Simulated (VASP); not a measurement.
Here is the system:

```yaml
crystal:
  lattice:
    - [1.58977, -2.75356, 0.00000]
    - [1.58977, 2.75356, 0.00000]
    - [0.00000, 0.00000, 5.12533]
  atoms:
    - { symbol: Zr, position: [0.33333, 0.66667, 0.25000] }
    - { symbol: Zr, position: [0.66667, 0.33333, 0.75000] }
```

These are PBEsol GGA, VASP's PBE PAW potentials (set 64) (plane waves; VASP 6.6.1) values and carry that method's errors. Numerical set-up: 400 eV cut-off, 15×15×8 Γ-centred mesh, tetrahedra with Blöchl corrections, potentials Zr_sv.

Task: Estimate the energy per atom (σ→0), band gap (on the k-mesh) with the smallest direct gap where there is one.

Result: 
```
Quantity                                                     Value
------------------------  ----------------------------------------
band gap (on the k-mesh)  none (metal, semimetal or under 0.01 eV)
energy per atom (σ→0)                               -9.080 eV/atom
```

The compound is Zr in the hcp structure. It was relaxed first.
